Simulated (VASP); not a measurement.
Here is a VASP 6.6.1 calculation.

INCAR

```
PREC = Accurate
ENCUT = 520
EDIFF = 1E-6
ISMEAR = 0
SIGMA = 0.1
LREAL = False
LASPH = True
NELM = 120
ALGO = Normal
ISIF = 3
LWAVE = False
LCHARG = False
GGA = PE
IBRION = 2
NSW = 90
EDIFFG = -0.01
KPAR = 4
```

File KPOINTS:

```
Automatic mesh
0
Gamma
  8 8 4
```

Contents of POSCAR:

```
InGaO
1.0
    3.7060000000      0.0000000000      0.0000000000
    0.0000000000      3.7060000000      0.0000000000
    0.0000000000      0.0000000000      7.6330000000
In Ga O
2 2 2
Direct
    0.0000000000      0.5000000000      0.3906720800
    0.5000000000      0.0000000000      0.6093279200
    0.0000000000      0.5000000000      0.8793397100
    0.5000000000      0.0000000000      0.1206602900
    0.5000000000      0.5000000000      0.0000000000
    0.0000000000      0.0000000000      0.0000000000
```

Potentials or basis: VASP PAW PBE potentials, release 64 (In_d, Ga_d, O).

Run with:

```bash
$ cat potpaw_PBE.64/In_d/POTCAR potpaw_PBE.64/Ga_d/POTCAR potpaw_PBE.64/O/POTCAR > POTCAR
$ mpirun -np 4 vasp_std > vasp.out
```

Q: What does it give for the space group after relaxing (to 0.05 Å)?

A: P4/nmm (No. 129).

Q: What does it give for the relaxed volume?

A: 18.09 Å³/atom.

Q: Predict the relaxed cell.

A: a = 3.653 Å, b = 3.653 Å, c = 8.136 Å, α = 90.00°, β = 90.00°, γ = 90.00°.

The path:
```tsv
step	energy change (eV)	largest force (eV/Å)	pressure (GPa)	volume (Å³)
1	0.0000	0.3659	0.92	104.83
2	-0.0188	0.3190	-0.15	106.37
3	-0.0274	0.2991	-1.30	108.33
4	-0.0389	0.2708	-1.32	108.43
5	-0.0683	0.1777	-1.13	108.69
6	-0.0985	0.0214	-0.46	109.17
7	-0.0997	0.0664	-0.28	109.28
8	-0.1012	0.0417	0.00	108.85
9	-0.1015	0.0326	0.04	108.69
10	-0.1016	0.0136	0.22	108.37
11	-0.1016	0.0238	0.10	108.51
12	-0.1017	0.0197	0.15	108.47
13	-0.1017	0.0257	0.00	108.65
14	-0.1018	0.0112	0.06	108.60
15	-0.1018	0.0201	-0.06	108.63
16	-0.1018	0.0114	0.04	108.61
17	-0.1018	0.0203	-0.02	108.62
18	-0.1018	0.0135	-0.04	108.62
19	-0.1018	0.0028	0.09	108.56
20	-0.1018	0.0102	0.03	108.57
21	-0.1018	0.0022	0.02	108.57
```
